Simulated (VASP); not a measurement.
Consider the following.

```yaml
crystal:
  lattice:
    - [3.48618, 0.00000, 0.00000]
    - [-1.74309, 3.01912, 0.00000]
    - [0.00000, 0.00000, 6.39362]
  atoms:
    - { symbol: La, position: [0.00000, 0.00000, 0.00000] }
    - { symbol: La, position: [0.00000, 0.00000, 0.50000] }
    - { symbol: O, position: [0.33333, 0.66667, 0.25000] }
    - { symbol: O, position: [0.66667, 0.33333, 0.75000] }
```

Computed with PBEsol GGA, VASP's PBE PAW potentials (set 64) (plane waves; VASP). Settings: 520 eV cut-off, Gaussian smearing of 0.050 eV, potentials La O.

Question: Give the energies of bands 11 to 20 at the high-symmetry points, in eV from the Fermi level.

Answer: 
```csv
band,Γ,M,K,A,L,H
11,-5.91,-6.38,-5.55,-5.24,-5.21,-6.15
12,-5.33,-6.11,-5.55,-5.24,-5.21,-6.15
13,-5.33,-5.54,-5.30,-4.84,-5.07,-4.23
14,-4.32,-4.05,-4.88,-4.84,-5.07,-4.23
15,-4.29,-3.98,-4.88,-4.84,-4.77,-4.20
16,-4.29,-3.85,-3.54,-4.84,-4.77,-4.20
17,-1.91,-1.76,0.66,-0.09,-0.43,1.11
18,1.00,0.34,0.66,-0.09,-0.43,1.11
19,1.18,1.69,0.78,1.37,1.87,1.13
20,1.73,1.76,1.70,1.37,1.87,1.13
```

It has no gap at this level: it comes out as a metal or semimetal.

The structure was generated: LaO was put into the NiAs type type (P6_3/mmc), which need not be its known phase. It was relaxed first, which changed the volume by -32 %.
